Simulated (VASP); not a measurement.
Level of theory: LDA (Ceperley-Alder, Perdew-Zunger), VASP's LDA PAW potentials (set 64) (plane waves; VASP).

A VASP calculation is set up with these files.

### INCAR
```
SYSTEM=Bi
PREC=Accurate; ENCUT=530; LREAL=.False.
LASPH=.True.
EDIFF=1E-7; NELM=100; ALGO=Normal
LMAXMIX=4
ISMEAR=1; SIGMA=0.1
IBRION=6; NSW=1; ISIF=3
POTIM=0.015; NFREE=2
LWAVE=.False.; LCHARG=.False.
```

### POSCAR
```
Bi
1.0
  4.0449615976  -2.2470816335  -0.0231694555
  4.0449615976   2.2470816335  -0.0231694555
  2.8178051406   0.0000000000   3.6703679970
Bi
2
direct
  0.2371943246   0.2371943246   0.2371943246
  0.7628056754   0.7628056754   0.7628056754
```

KPOINTS:
```
kpoints
0
G
  9 9 9
```

POTCAR, in this order: Bi_d (LDA.64 set). Program: vasp_std.

Output of the run:

File OSZICAR:
```
...
DAV:   2    -0.921902742449E+01    0.33462E+00   -0.74443E-01  8512   0.140E+01    0.160E+00
DAV:   3    -0.913007354650E+01    0.88954E-01   -0.28823E-01 10147   0.859E+00    0.333E-01
DAV:   4    -0.912916001939E+01    0.91353E-03   -0.24917E-02  8755   0.186E+00    0.968E-02
DAV:   5    -0.912920343846E+01   -0.43419E-04   -0.21124E-03 11034   0.578E-01    0.435E-02
DAV:   6    -0.912919068935E+01    0.12749E-04   -0.33151E-04  9061   0.340E-01    0.798E-03
DAV:   7    -0.912919058367E+01    0.10568E-06   -0.22990E-05 10848   0.573E-02    0.243E-03
DAV:   8    -0.912919052380E+01    0.59867E-07   -0.12389E-06  9680   0.137E-02    0.916E-04
DAV:   9    -0.912919051465E+01    0.91586E-08   -0.12071E-07  4179   0.606E-03
   7 F= -.91291905E+01 E0= -.91292026E+01  d E =0.363935E-04
       N       E                     dE             d eps       ncg     rms          rms(c)
DAV:   1    -0.926355781618E+01   -0.13437E+00   -0.45348E+00 15255   0.300E+01    0.185E+00
DAV:   2    -0.916474888954E+01    0.98809E-01   -0.23184E-01 16148   0.779E+00    0.936E-01
DAV:   3    -0.913181724500E+01    0.32932E-01   -0.10849E-01 18092   0.524E+00    0.198E-01
DAV:   4    -0.913185888980E+01   -0.41645E-04   -0.13328E-02 15162   0.150E+00    0.675E-02
DAV:   5    -0.913174828511E+01    0.11060E-03   -0.10313E-03 19301   0.492E-01    0.250E-02
DAV:   6    -0.913175240635E+01   -0.41212E-05   -0.15051E-04 16197   0.201E-01    0.626E-03
DAV:   7    -0.913175253814E+01   -0.13179E-06   -0.93340E-06 18031   0.381E-02    0.221E-03
DAV:   8    -0.913175251066E+01    0.27484E-07   -0.11177E-06 17731   0.134E-02    0.796E-04
DAV:   9    -0.913175248544E+01    0.25214E-07   -0.99300E-08  7175   0.515E-03
   8 F= -.91317525E+01 E0= -.91317454E+01  d E =-.212515E-04
       N       E                     dE             d eps       ncg     rms          rms(c)
DAV:   1    -0.923760600808E+01   -0.10585E+00   -0.22171E+00 16993   0.136E+01    0.150E+00
DAV:   2    -0.916896918762E+01    0.68637E-01   -0.12436E-01 15366   0.526E+00    0.935E-01
DAV:   3    -0.913049002479E+01    0.38479E-01   -0.91655E-02 17475   0.458E+00    0.108E-01
DAV:   4    -0.913172782321E+01   -0.12378E-02   -0.19232E-02 14575   0.187E+00    0.568E-02
DAV:   5    -0.913174885216E+01   -0.21029E-04   -0.70242E-04 17569   0.346E-01    0.537E-03
DAV:   6    -0.913175234788E+01   -0.34957E-05   -0.36129E-05 17785   0.649E-02    0.281E-03
DAV:   7    -0.913175248998E+01   -0.14211E-06   -0.13223E-06 18304   0.119E-02    0.948E-04
DAV:   8    -0.913175248707E+01    0.29158E-08   -0.50590E-08  7449   0.329E-03
   9 F= -.91317525E+01 E0= -.91317454E+01  d E =-.212267E-04
       N       E                     dE             d eps       ncg     rms          rms(c)
DAV:   1    -0.920690494368E+01   -0.75152E-01   -0.21057E+00 16312   0.140E+01    0.113E+00
DAV:   2    -0.915666777997E+01    0.50237E-01   -0.10202E-01 15299   0.430E+00    0.704E-01
DAV:   3    -0.913007809070E+01    0.26590E-01   -0.83877E-02 17046   0.333E+00    0.958E-02
DAV:   4    -0.913087372083E+01   -0.79563E-03   -0.13646E-02 14437   0.138E+00    0.454E-02
DAV:   5    -0.913089770847E+01   -0.23988E-04   -0.51266E-04 18931   0.283E-01    0.863E-03
DAV:   6    -0.913089732901E+01    0.37945E-06   -0.33138E-05 17556   0.740E-02    0.243E-03
DAV:   7    -0.913089761185E+01   -0.28284E-06   -0.32154E-06 17968   0.209E-02    0.953E-04
DAV:   8    -0.913089760311E+01    0.87389E-08   -0.15052E-07  9062   0.634E-03
  10 F= -.91308976E+01 E0= -.91309229E+01  d E =0.758095E-04
       N       E                     dE             d eps       ncg     rms          rms(c)
DAV:   1    -0.926032509952E+01   -0.12943E+00   -0.24475E+00 15974   0.141E+01    0.154E+00
DAV:   2    -0.917559381947E+01    0.84731E-01   -0.15678E-01 15307   0.554E+00    0.966E-01
DAV:   3    -0.912945681324E+01    0.46137E-01   -0.13119E-01 17144   0.477E+00    0.122E-01
DAV:   4    -0.913086237097E+01   -0.14056E-02   -0.24540E-02 14433   0.202E+00    0.629E-02
DAV:   5    -0.913089535075E+01   -0.32980E-04   -0.95403E-04 18267   0.405E-01    0.950E-03
DAV:   6    -0.913089745767E+01   -0.21069E-05   -0.54629E-05 17379   0.949E-02    0.428E-03
DAV:   7    -0.913089759696E+01   -0.13929E-06   -0.47026E-06 17778   0.220E-02    0.104E-03
DAV:   8    -0.913089760432E+01   -0.73605E-08   -0.25079E-07 11531   0.536E-03
  11 F= -.91308976E+01 E0= -.91309229E+01  d E =0.758218E-04
       N       E                     dE             d eps       ncg     rms          rms(c)
DAV:   1    -0.919056431922E+01   -0.59667E-01   -0.21399E+00  8831   0.133E+01    0.102E+00
DAV:   2    -0.915555045778E+01    0.35014E-01   -0.96750E-02  8902   0.428E+00    0.647E-01
DAV:   3    -0.912973133650E+01    0.25819E-01   -0.58717E-02  9696   0.345E+00    0.842E-02
DAV:   4    -0.913065360165E+01   -0.92227E-03   -0.13212E-02  8318   0.134E+00    0.547E-02
DAV:   5    -0.913062043948E+01    0.33162E-04   -0.10099E-03 10127   0.365E-01    0.928E-03
DAV:   6    -0.913064786465E+01   -0.27425E-04   -0.18914E-04  8657   0.142E-01    0.653E-03
DAV:   7    -0.913066381586E+01   -0.15951E-04   -0.13087E-05 10257   0.347E-02    0.250E-03
DAV:   8    -0.913066403670E+01   -0.22084E-06   -0.19108E-06  9046   0.181E-02    0.878E-04
DAV:   9    -0.913066466798E+01   -0.63127E-06   -0.16987E-07  4911   0.415E-03    0.312E-04
DAV:  10    -0.913066463245E+01    0.35529E-07   -0.39454E-08  4009   0.252E-03
  12 F= -.91306646E+01 E0= -.91306556E+01  d E =-.270082E-04
       N       E                     dE             d eps       ncg     rms          rms(c)
DAV:   1    -0.926161845209E+01   -0.13095E+00   -0.29639E+00  8409   0.152E+01    0.154E+00
DAV:   2    -0.917613951946E+01    0.85479E-01   -0.17528E-01  8405   0.573E+00    0.968E-01
DAV:   3    -0.912933495846E+01    0.46805E-01   -0.13243E-01  9630   0.450E+00    0.118E-01
DAV:   4    -0.913086553298E+01   -0.15306E-02   -0.23958E-02  8138   0.192E+00    0.647E-02
DAV:   5    -0.913088627939E+01   -0.20746E-04   -0.81546E-04  9463   0.341E-01    0.634E-03
DAV:   6    -0.913089003141E+01   -0.37520E-05   -0.46848E-05 10613   0.623E-02    0.367E-03
DAV:   7    -0.913089002648E+01    0.49217E-08   -0.19569E-06  9843   0.134E-02    0.122E-03
DAV:   8    -0.913089003530E+01   -0.88166E-08   -0.11831E-07  5608   0.336E-03
  13 F= -.91308900E+01 E0= -.91308805E+01  d E =-.284826E-04
       N       E                     dE             d eps       ncg     rms          rms(c)
DAV:   1    -0.915954968905E+01   -0.28660E-01   -0.24594E+00  8974   0.130E+01    0.787E-01
DAV:   2    -0.914373684129E+01    0.15813E-01   -0.10751E-01 10381   0.408E+00    0.483E-01
DAV:   3    -0.913249392261E+01    0.11243E-01   -0.32469E-02  9617   0.239E+00    0.523E-02
DAV:   4    -0.913306625933E+01   -0.57234E-03   -0.67447E-03  8234   0.972E-01    0.314E-02
DAV:   5    -0.913307735598E+01   -0.11097E-04   -0.23053E-04 11478   0.148E-01    0.129E-02
DAV:   6    -0.913307541962E+01    0.19364E-05   -0.73022E-06 11293   0.446E-02    0.253E-03
DAV:   7    -0.913307545957E+01   -0.39952E-07   -0.87432E-07  8409   0.860E-03
  14 F= -.91330755E+01 E0= -.91330851E+01  d E =0.289758E-04
       N       E                     dE             d eps       ncg     rms          rms(c)
DAV:   1    -0.911887800217E+01    0.14197E-01   -0.51879E+00  8474   0.152E+01    0.155E-01
DAV:   2    -0.913295433689E+01   -0.14076E-01   -0.14448E-01 11442   0.390E+00    0.640E-02
DAV:   3    -0.913295062625E+01    0.37106E-05   -0.11119E-03  8648   0.358E-01    0.403E-02
DAV:   4    -0.913291564077E+01    0.34985E-04   -0.25733E-04  9804   0.216E-01    0.110E-02
DAV:   5    -0.913291691000E+01   -0.12692E-05   -0.12027E-05 10958   0.349E-02    0.511E-03
DAV:   6    -0.913291623876E+01    0.67124E-06   -0.25046E-06  9715   0.229E-02    0.668E-04
DAV:   7    -0.913291622896E+01    0.97962E-08   -0.11250E-07  4222   0.471E-03
  15 F= -.91329162E+01 E0= -.91328956E+01  d E =-.617876E-04
```

OUTCAR:
```
------------------------ aborting loop because EDIFF is reached ----------------------------------------
  FORCE on cell =-STRESS in cart. coord.  units (eV):
  Direction    XX          YY          ZZ          XY          YZ          ZX
  --------------------------------------------------------------------------------------
  Total        0.1065471      0.0672677      0.0758554      0.0000000      0.0000000     -0.0207971
  in kB        2.5472629      1.6081947      1.8135053      0.0000000      0.0000000     -0.4972041
  external PRESSURE =       1.9896543 kB  Pullay stress =       0.0000000 kB
  volume of cell :       67.02
      direct lattice vectors                 reciprocal lattice vectors
     4.044961598 -2.247081634 -0.023169456     0.123069374 -0.222510830 -0.094482492
     4.044961598  2.247081634 -0.023169456     0.123069374  0.222510830 -0.094482492
     2.817805141  0.000000000  3.670367997     0.001553768  0.000000000  0.271259390
 POSITION                                       TOTAL-FORCE (eV/Angst)
 -----------------------------------------------------------------------------------
      2.57225      0.00000      0.85960         0.060004      0.000000      0.010581
      8.32048      0.00000      2.76443        -0.060004      0.000000     -0.010581
 -----------------------------------------------------------------------------------
    total drift:                               -0.000216     -0.000000      0.000094
  FREE ENERGIE OF THE ION-ELECTRON SYSTEM (eV)
  ---------------------------------------------------
  free  energy   TOTEN  =        -9.1329162290 eV

  energy  without entropy=       -9.1328544413  energy(sigma->0) =       -9.13289563

   1 f  =    2.967498 THz    18.645342 2PiTHz   98.985092 cm-1    12.272582 meV
             X         Y         Z           dx          dy          dz
      2.587251  0.000000  0.859599     0.671039   -0.000000    0.222949
      8.320477  0.000000  2.764430    -0.671039    0.000000   -0.222949

   2 f  =    1.969681 THz    12.375871 2PiTHz   65.701487 cm-1     8.145943 meV
             X         Y         Z           dx          dy          dz
      2.587251  0.000000  0.859599     0.222949   -0.000000   -0.671039
      8.320477  0.000000  2.764430    -0.222949   -0.000000    0.671039

   3 f  =    1.969681 THz    12.375869 2PiTHz   65.701478 cm-1     8.145941 meV
             X         Y         Z           dx          dy          dz
      2.587251  0.000000  0.859599     0.000000    0.707107   -0.000000
      8.320477  0.000000  2.764430    -0.000000   -0.707107   -0.000000

   4 f  =    0.000000 THz     0.000000 2PiTHz    0.000001 cm-1     0.000000 meV
             X         Y         Z           dx          dy          dz
      2.587251  0.000000  0.859599     0.333824    0.233594    0.577924
      8.320477  0.000000  2.764430     0.333824    0.233594    0.577924

   5 f/i=    0.000000 THz     0.000000 2PiTHz    0.000001 cm-1     0.000000 meV
             X         Y         Z           dx          dy          dz
      2.587251  0.000000  0.859599     0.329424   -0.622664    0.061394
      8.320477  0.000000  2.764430     0.329424   -0.622664    0.061394

   6 f/i=    0.000000 THz     0.000000 2PiTHz    0.000001 cm-1     0.000000 meV
             X         Y         Z           dx          dy          dz
      2.587251  0.000000  0.859599    -0.529190   -0.240257    0.402784
      8.320477  0.000000  2.764430    -0.529190   -0.240257    0.402784

 ELASTIC MODULI CONTR FROM IONIC RELAXATION (kBar)
 Direction    XX          YY          ZZ          XY          YZ          ZX
 --------------------------------------------------------------------------------
 XX        -309.1274      2.2086    -63.4328      0.0000      0.0000    195.5948
 YY           2.2086   -136.2041    -99.0519     -0.0000     -0.0000   -163.1591
 ZZ         -63.4328    -99.0519    -85.7192      0.0000      0.0000    -78.0541
 XY           0.0000     -0.0000      0.0000   -233.2161   -214.4382     -0.0000
 YZ           0.0000     -0.0000      0.0000   -214.4382   -197.1721     -0.0000
 ZX         195.5948   -163.1591    -78.0541     -0.0000     -0.0000   -315.8959
 --------------------------------------------------------------------------------

 TOTAL ELASTIC MODULI (kBar)
 Direction    XX          YY          ZZ          XY          YZ          ZX
 --------------------------------------------------------------------------------
 XX         575.3051    236.0695    369.6554      0.0000      0.0000    -70.7721
 YY         236.0695    861.5012    381.6671     -0.0000     -0.0000     93.3835
 ZZ         369.6554    381.6671    694.9977      0.0000      0.0000   -121.6895
 XY           0.0000     -0.0000      0.0000    116.7275     65.7646     -0.0000
 YZ           0.0000     -0.0000      0.0000     65.7646    336.2773     -0.0000
 ZX         -70.7721     93.3835   -121.6895     -0.0000     -0.0000    241.1361
 --------------------------------------------------------------------------------
```
(Selected blocks of OUTCAR.)

Tensors are in the Cartesian frame of the cell as typed. Finite-difference elastic constants of metals are sensitive to mesh and smearing; shear constants can be off by tens of GPa.

The compound is Bi in the a7 structure. It was relaxed first, which changed the volume by -5 %.
